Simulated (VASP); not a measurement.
Energy against volume of Pt (fcc). All values below come from PBEsol GGA, VASP's PBE PAW potentials (set 64) (plane waves; VASP). Settings: 520 eV cut-off, 16×16×16 Γ-centred mesh, first-order Methfessel-Paxton smearing of 0.10 eV, potentials Pt.

```tsv
V (Å³/atom)	E (eV/atom)
14.103	-6.90451
14.553	-6.94798
15.003	-6.96161
15.453	-6.95062
```

Fit these four points and predict the energy of the run at 15.903 Å³/atom.

A cubic in V^(−2/3), the third-order Birch-Murnaghan form, passes through the four points with V0 = 15.01 Å³/atom and B0 = 290 GPa, and gives -6.9193 eV/atom there. The run gave -6.9193 eV/atom, -0.0 meV/atom from the fit; all five points give B0 = 290 GPa.

The compound is Pt in the fcc structure. It was relaxed first.
